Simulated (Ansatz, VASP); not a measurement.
# La2Zr2O in VASP and in Ansatz

```
La Zr O
1.0
     4.15169    0.00000    0.00000
    -2.07585    3.59547    0.00000
     0.00000    0.00000    8.11853
La Zr O
2 2 1
Direct
  0.00000 0.00000 0.70553
  0.00000 0.00000 0.29447
  0.66667 0.33333 0.50000
  0.33333 0.66667 0.00000
  0.66667 0.33333 0.00000
```

Change from the starting cell: species swapped into the Sr2ZnAs2 type (P-6m2, No. 187).

Alike in both runs: task single point; functional PBE; k mesh 6 × 6 × 2; occupations gaussian, width 0.1 eV; no spin polarisation.

```csv
,VASP,Ansatz
version,VASP 6.6.1,Ansatz 0.2.0
potentials or method,"VASP PAW PBE potentials, release 64 (La, Zr_sv, O)","scalar-relativistic, plane waves, PAW"
plane-wave cutoff (eV),520,420
valence electrons in the cell,52,52
```

Ansatz gave:

* gap on the k mesh at the Fermi level (eV): none
* pressure (GPa): -1.2
* largest component of the traceless stress (GPa): 11.15
* rms of the force components (eV/Å): 0.635

**Question.** Which values does VASP return?

**Answer.** gap on the k mesh at the Fermi level (eV): none; pressure (GPa): -1.1; largest component of the traceless stress (GPa): 11.11; rms of the force components (eV/Å): 0.643.

Atom by atom the forces differ by 0.008 eV/Å (rms over components). A gap of «none» marks a metal or a gap that the smearing closes.

Caveats: the k mesh is coarse (spacing up to 0.39 Å⁻¹), so the values aren't converged; forces of over 1 eV/Å show positions far from the minimum, so gaps and moduli don't describe the material at rest. Spin-orbit coupling is left out, which matters for the levels of La.
